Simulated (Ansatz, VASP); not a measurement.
# TiB2 in two plane-wave programs

Aim: how closely do two programs agree when they are given the same cell, functional and k mesh? The structure shown comes from an earlier run, which isn't shown and may have moved the atoms alone.

Method: plane waves, with VASP 6.6.1 beside it; PBEsol, in Ansatz 0.2.0.

## (1) The structure

It takes space group P6/mmm (No. 191, hexagonal). Conventional cell: a = 3.029 Å, b = 3.029 Å, c = 3.228 Å, α = 90.00°, β = 90.00°, γ = 120.00°. Ti has 12 B at 2.38 Å nearest. B has 3 B at 1.75 Å and 6 Ti at 2.38 Å nearest. Farther neighbours are not listed.

## (2) Ansatz: elastic constants, PBEsol

Ansatz runs on its PAW soft_1 files.

Elastic constants are differences of stresses under small strains, so they test the stress and the mesh.

File input.yaml:

```yaml
crystal:
  lattice:
    - [3.0292, 0.0, 0.0]
    - [-1.5146, 2.6233641531, 0.0]
    - [0.0, 0.0, 3.2284]
  atoms:
    - { symbol: Ti, position: [0.0, 0.0, 0.0] }
    - { symbol: B, position: [0.3333333333, 0.6666666667, 0.5] }
    - { symbol: B, position: [0.6666666667, 0.3333333333, 0.5] }
kpoints:
  mp_grid: { grid: [21, 21, 16] }
hamiltonian:
  xc: pbesol
  pseudopotentials: { kind: paw, azcp: { folder: soft_1 }, xc_functional: pbe }
scf:
  occupations: { method: fermi_dirac, width: 0.15 }
output:
  forces: true
  stress: true
  eigenvalues: true
elastic:
  mode: relaxed_ion
  amplitude: 0.01
  stencil: two_point
```

Launch:

```console
> ansatz run input.yaml --threads 4 --pin off --max-ram 8192MiB --backend cpu --events-out ev --progress --plain --runs-dir out
```

Numbers of over 12 decimals in the logs are rounded to 6 here.

The log of the run:

```text
band count auto-derived: 14 (N_el = 18.0; filled up to band 9; 13 by the electrons, moments and atoms)
Engine: ansatz 0.2.0, x86_64-unknown-linux-gnu
Pseudopotentials: kind: paw
Pseudopotential: Ti, paw, valence charge 12, recommended cutoff 420 eV (normal), soft_1/Ti.paw.azcp
Pseudopotential: B, paw, valence charge 3, recommended cutoff 420 eV (normal), soft_1/B.paw.azcp
Functional definition: PBEsol
  exchange = pbesol_x
  correlation = pbesol_c
Crystal: 3 atoms, lattice volume = 25.655 Å³
Basis set: ecut = 420 eV, 503 PW (Γ), exchange–correlation on 48×48×48 points (8 copies of the dense FFT grid, shifted against one another)
Bands: 14, of which v1, the nominal top of the filled ones, is band 9 counted from 1 (8 counted from 0)
Symmetry: 24 space group operations
Space group: P6/mmm (ITA 191), of the structure as read, at distance tolerance 2.9e-5 Å
k-points: 432 of 7056
Non-local potential: Ti, projectors of the file, l = 0: 3, l = 1: 2, l = 2: 3, l = 3: 1
Non-local potential: B, projectors of the file, l = 0: 2, l = 1: 2, l = 2: 1
PAW form: soft (Blöchl's): semilocal exchange-correlation on the pseudo side does not see the compensation charge
PAW frozen core: Ti, regenerated for the run's functional, and the local potential with it (the file was generated under x = pbe(κ = 0.804, μ = 0.219515), c = pbe(β = 0.066725))
PAW frozen core: B, regenerated for the run's functional, and the local potential with it (the file was generated under x = pbe(κ = 0.804, μ = 0.219515), c = pbe(β = 0.066725))
PAW one-centre angular grid: Ti, 590 points (default); XC on 64 Gauss nodes
PAW one-centre angular grid: B, 110 points (default); XC on 64 Gauss nodes
Initial density: superposition of atomic densities (chi_scale 0.1, normalization cell, long waves kept (reshape's long-wave potential 0.00 eV rms))
Initial wavefunctions: pseudopotential atomic-orbital guess
Functional: x = pbesol(κ = 0.804, μ = 0.123457), c = pbesol(β = 0.046)
SCF iter   1: F=—  HF=-2783.778024 eV  |F-HF|=—  |Δ(HF+E_count)|=         —  Δρ=1.06e-1  dr2=4.55e0  ethr=3.10e-3  ⟨swp⟩=4.6  Hψ=28914  notcnv=0
preconditioner: auto → none  [metal: Δε(μ)=0.012 eV  Ē_g=10.032 eV  σ=0.150 eV  W_gap=0.02  n_scr=8 (ndim 8)  ℏωp=23.2 eV  f_vac=0.000  D(μ)=0.38/eV (n_scr^D=0)  sad-step TF]
SCF iter   2: F=—  HF=-2783.257468 eV  |F-HF|=—  |Δ(HF+E_count)|=   5.21e-1  Δρ=7.63e-2  dr2=2.52e0  ethr=3.10e-3  ⟨swp⟩=2.0  Hψ=11402  notcnv=0
SCF iter   3: F=—  HF=-2782.633185 eV  |F-HF|=—  |Δ(HF+E_count)|=   6.24e-1  Δρ=6.10e-3  dr2=1.11e-2  ethr=3.10e-3  ⟨swp⟩=3.0  Hψ=11533  notcnv=0
SCF iter   4: F=—  HF=-2782.632785 eV  |F-HF|=—  |Δ(HF+E_count)|=   4.00e-4  Δρ=1.03e-3  dr2=2.03e-4  ethr=6.14e-5  ⟨swp⟩=1.5  Hψ=10625  notcnv=0
SCF iter   5: F=—  HF=-2782.632811 eV  |F-HF|=—  |Δ(HF+E_count)|=   2.64e-5  Δρ=3.12e-4  dr2=2.85e-5  ethr=1.13e-6  ⟨swp⟩=2.4  Hψ=9155  notcnv=0
SCF iter   6: F=—  HF=-2782.632801 eV  |F-HF|=—  |Δ(HF+E_count)|=   1.05e-5  Δρ=8.71e-5  dr2=2.16e-6  ethr=1.58e-7  ⟨swp⟩=2.8  Hψ=10244  notcnv=0
SCF iter   7: F=—  HF=-2782.632801 eV  |F-HF|=—  |Δ(HF+E_count)|=   2.04e-7  Δρ=1.20e-5  dr2=4.74e-8  ethr=1.20e-8  ⟨swp⟩=2.3  Hψ=8036  notcnv=0
SCF iter   8: F=—  HF=-2782.632800 eV  |F-HF|=—  |Δ(HF+E_count)|=   9.64e-9  Δρ=4.78e-7  dr2=4.83e-11  ethr=2.63e-10  ⟨swp⟩=2.1  Hψ=7303  notcnv=0
SCF iter   9: F=—  HF=-2782.632800 eV  |F-HF|=—  |Δ(HF+E_count)|=  4.27e-11  Δρ=6.03e-8  dr2=4.05e-13  ethr=2.68e-13 (applied; sched 1.00e-12)  ⟨swp⟩=2.3  Hψ=9943  notcnv=0
SCF iter  10: F=-2782.632800 eV  HF=-2782.632800 eV  |F-HF|=0.00e0  |Δ(HF+E_count)|=  9.09e-13  Δρ=8.81e-9  dr2=2.56e-14  ethr=1.00e-12  ⟨swp⟩=3.9  Hψ=16568  notcnv=0
the search or the solves at the SCF's close seem to have found levels that the self-consistency loop had missed (the run counts 3). By its estimate they hold under 1e-12 electrons; where the run keeps them, the occupations were computed again with them
SCF 1 converged in 10 iterations: F = -2782.632800 eV  dr2 = 2.56e-14
  greatest PAW one-centre occupation: 0.998 electrons in one spin orbital (limit 2), on the Ti atom at site 0 (counted from 0), in its partial waves of l = 0
Crystal: 3 atoms, lattice volume = 25.399 Å³
Basis set: ecut = 420 eV, 499 PW (Γ), exchange–correlation on 48×48×48 points (8 copies of the dense FFT grid, shifted against one another)
Symmetry: 8 space group operations
k-points: 1089 of 7056
Initial density: handed on by an earlier stage of this run
Initial wavefunctions: pseudopotential atomic-orbital guess (no wavefunctions were taken with the density)
[...]
SCF 19 converged in 8 iterations: F = -2782.630767 eV  dr2 = 3.58e-20
relax step   2: F+E_penalty+E_count = -2782.63076652 eV  Δ(F+E_penalty+E_count) = -4.652e-9 eV  max|allowed force component| = 2.885e-4 eV/Å  Δτ_max = 0.0000 Å  (8 SCF iters, accepted)
[...]
SCF 20 converged in 8 iterations: F = -2782.630767 eV  dr2 = 3.26e-20
relax step   3: F+E_penalty+E_count = -2782.63076652 eV  Δ(F+E_penalty+E_count) = -2.635e-9 eV  max|allowed force component| = 2.927e-6 eV/Å  Δτ_max = 0.0000 Å  (8 SCF iters, accepted)
[...]
SCF iter   5: F=—  HF=-2782.630767 eV  |F-HF|=—  |Δ(HF+E_count)|=  9.09e-13  Δρ=4.67e-8  dr2=1.59e-13  ethr=1.78e-15 (applied; sched 1.00e-12)  ⟨swp⟩=1.0  Hψ=26026  notcnv=0
iter 6 did not close the SCF: its close was put off for the readings that it lacked (scf_convergence_deferred on its scf_iter line)
SCF iter   6: F=-2782.630767 eV  HF=-2782.630767 eV  |F-HF|=1.36e-12  |Δ(HF+E_count)|=  4.55e-13  Δρ=3.45e-8  dr2=8.67e-14  ethr=8.82e-16 (applied; sched 1.00e-12)  ⟨swp⟩=1.0  Hψ=26026  notcnv=0
iter 7 did not close the SCF: its close was put off for the readings that it lacked (scf_convergence_deferred on its scf_iter line)
SCF iter   7: F=-2782.630767 eV  HF=-2782.630767 eV  |F-HF|=9.09e-13  |Δ(HF+E_count)|=    0.00e0  Δρ=1.27e-8  dr2=1.16e-14  ethr=5.56e-16 (applied; sched 1.00e-12)  ⟨swp⟩=1.0  Hψ=26026  notcnv=0
iter 8 did not close the SCF: its close was put off for the readings that it lacked (scf_convergence_deferred on its scf_iter line)
SCF iter   8: F=-2782.630767 eV  HF=-2782.630767 eV  |F-HF|=4.55e-13  |Δ(HF+E_count)|=  1.36e-12  Δρ=5.51e-9  dr2=2.23e-15  ethr=5.56e-16 (applied; sched 1.00e-12)  ⟨swp⟩=1.0  Hψ=26026  notcnv=0
iter 9 did not close the SCF: its close was put off for the readings that it lacked (scf_convergence_deferred on its scf_iter line)
SCF iter   9: F=-2782.630767 eV  HF=-2782.630767 eV  |F-HF|=4.55e-13  |Δ(HF+E_count)|=  9.09e-13  Δρ=1.57e-9  dr2=1.75e-16  ethr=5.56e-16 (applied; sched 1.00e-12)  ⟨swp⟩=1.0  Hψ=26026  notcnv=0
SCF iter  10: F=-2782.630767 eV  HF=-2782.630767 eV  |F-HF|=4.55e-13  |Δ(HF+E_count)|=  4.55e-13  Δρ=8.76e-12  dr2=1.40e-20  ethr=1.00e-12  ⟨swp⟩=1.0  Hψ=59488  notcnv=0
SCF 21 converged in 10 iterations: F = -2782.630767 eV  dr2 = 1.40e-20
SCF converged after 10 iterations
Free energy (F): -2782.632800 eV
Harris-Foulkes:  -2782.632800 eV  (|F-HF|=0.00e0)
Internal energy: -2782.602463 eV  (E = F + TS)
E sigma→0 (E₀):  -2782.617632 eV
Entropy (-TS):   -0.030337 eV (-10.112 meV/atom)
Fermi energy:    14.999066 eV
--- Per-component energies (eV) ---
  E_band       = -95.058839
  E_kinetic    = 383.017706
  E_local      = -841.302016  (includes V_loc(G=0)·N_el)
  E_nonlocal   = 77.034643
  E_hartree    = 344.981026
  E_xc         = -183.294873
  E_vxc        = -225.765638  (∫ρ·V_xc dr)
  E_paw        = -1167.024760  (= ΣΔE_a)
  E_vpaw       = -178.005504  (= ΣTr[D̂ρ^β])
  E_aug_tail   = -0.000077  (compensation charges beyond the density's cutoff)
  E_ewald      = -1396.182920
  E_core_change = 0.168806  (= ΣΔE_core)
  E_smearing   = -0.030337  (= −TS)
  E_closure    = 0.000000  (closes the sum)
  Σ components = -2782.632800   (vs F -2782.632800, Δ=0.00e0)
--- Forces (eV/Å), atoms counted from 1 ---
  atom   1  Ti    -0.00000000     0.00000000     0.00000000
  atom   2  B     -0.00000000    -0.00000000     0.00000000
  atom   3  B      0.00000000     0.00000000     0.00000000
  max |Σ_I F_I| component: 3.70e-17 eV/Å
--- Stress (GPa, compression-positive) ---
       -4.109519       0.000000      -0.000000
        0.000000      -4.109519      -0.000000
       -0.000000      -0.000000      -6.969899
  P = ⅓ Tr σ = -5.0630 GPa (-50.630 kbar)
--- Band table (eV; the first three rows and the last of 432) ---
  k-point 0: bands = [... 5 lower, 12.4084, 12.4084, 12.6997, 12.8576, 16.9136, 16.9136, 18.6922, 18.6922, ... 1 higher]
  k-point 1: bands = [... 5 lower, 11.9813, 12.4498, 12.4498, 13.5210, 16.7736, 16.7736, 18.6003, 18.6003, ... 1 higher]
  k-point 2: bands = [... 5 lower, 11.1510, 12.5736, 12.5736, 14.1977, 16.4321, 16.4321, 18.3359, 18.3359, ... 1 higher]
  k-point 431: bands = [... 5 lower, 6.4714, 9.2866, 11.8420, 11.8420, 17.5345, 19.2912, 19.2912, 19.5416, ... 1 higher]
--- Elastic constants: 3 strain directions × 2 members + reference (group order 24) ---
  dense FFT box of the reference and of every strained cell: 24×24×24
  strains applied: 11, 33, 23; error gains: componentwise 1.00 (the most a stress slope's error grows in a printed constant), spectral 1.41 (1 for all six strains in a standard setting)
  C = ∂σ_k/∂η_j (tension-positive GPa; Voigt order 11 22 33 23 13 12):
       644.904     62.018     93.588     -0.000      0.000      0.000
        62.018    644.904     93.588      0.000     -0.000      0.000
        90.737     90.737    442.601      0.000     -0.000      0.000
         0.000      0.000     -0.000    256.479     -0.000      0.000
         0.000      0.000     -0.000     -0.000    256.479      0.000
        -0.000      0.000      0.000      0.000      0.000    291.443
  reference stress σ⁰ (GPa):      4.110      4.110      6.970      0.000      0.000     -0.000
  C* (energy form; C + prestress term) asymmetry max|C*_kj − C*_jk| = 8.915e-3 GPa — a small one proves nothing (zero by symmetry where the batch's group is 432, −43m or m−3m); a large one is finite-difference/SCF noise where every solve meets its electron count
  moduli (Voigt/Reuss/Hill, GPa): K = 247.23/241.85/244.54   G = 259.95/254.15/257.05   E = 571.06   ν = 0.111
  mechanically stable: yes (min eigenvalue of sym C = 256.48 GPa)
  the stresses are not corrected for the forces that the relaxations left standing (`elastic.f_tol`)
  strain η (Voigt 11):  stress-route row diagonal C_11 = 644.90 GPa, energy-path curvature d²(F+E_count+ΔE)/dδ²/Ω₀ = 644.82 GPa
         δ    σ_11 (GPa)             F (eV)   n_scf  n_hpsi   n_pw
    -1.000e-2      -2.5228       -2782.6341174      10  277457    510   relax 5 steps, max|allowed force component| 1.22e-9 eV/Å
     1.000e-2      10.3753       -2782.6211526      10  276857    517   relax 3 steps, max|allowed force component| 4.07e-6 eV/Å
  strain η (Voigt 33):  stress-route row diagonal C_33 = 442.60 GPa, energy-path curvature d²(F+E_count+ΔE)/dδ²/Ω₀ = 442.53 GPa
         δ    σ_33 (GPa)             F (eV)   n_scf  n_hpsi   n_pw
    -1.000e-2       2.4270       -2782.6403536       7   98138    513   relax 0 steps, max|allowed force component| 2.78e-16 eV/Å
     1.000e-2      11.2790       -2782.6181580       6   89978    519   relax 0 steps, max|allowed force component| 4.56e-16 eV/Å
  strain η (Voigt 23):  stress-route row diagonal C_44 = 256.48 GPa, energy-path curvature d²(F+E_count+ΔE)/dδ²/Ω₀ = 253.71 GPa
         δ    σ_23 (GPa)             F (eV)   n_scf  n_hpsi   n_pw
    -1.000e-2      -2.5648       -2782.6307665      10  475097    513   relax 3 steps, max|allowed force component| 2.93e-6 eV/Å
     1.000e-2       2.5648       -2782.6307665      10  475219    513   relax 3 steps, max|allowed force component| 2.93e-6 eV/Å
```

(Continued in part 2 of 2.)

[Lines on the potential files, build, host, timing and source positions are cut from VASP's logs without a mark.]

[Logs are printed without paths, hosts, clocks, repeated set-up lines and the standing remarks that a program may print on its own settings, such as how far it seeks lower states.]

[Hosts, paths, dates, database ids (printed as entryN), source tags and the programs' standing remarks are cut or masked in the printed files.]
